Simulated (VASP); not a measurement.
Input:

```
CdS
1.0
    2.01993    -3.49862     0.00000
    2.01993     3.49862     0.00000
    0.00000     0.00000     6.56552
Cd S
2 2
Cartesian
  2.01993  -1.16621   3.28314
  2.01993   1.16621   0.00038
  2.01993  -1.16621   5.75758
  2.01993   1.16621   2.47482
```

The numbers are results of PBEsol GGA, VASP's PBE PAW potentials (set 64) (plane waves; VASP 6.6.1), not measurements. Run with 500 eV cut-off, 6×6×4 Γ-centred mesh, Gaussian smearing of 0.050 eV, potentials Cd S.

### Question
What does the run give for the energy per atom (σ→0), pressure, band gap (on the k-mesh) with the smallest direct gap where there is one?

### Answer

| Property | Result |
|---|---|
| band gap (on the k-mesh) | 1.24 eV |
| smallest direct gap (on the k-mesh) | 1.24 eV |
| energy per atom (σ→0) | -3.383 eV/atom |
| pressure | 4.98 GPa |

Only differences to runs with the same potentials and settings are physical.

The compound is CdS in the wurtzite structure. It was relaxed first under an external pressure of 5 GPa.
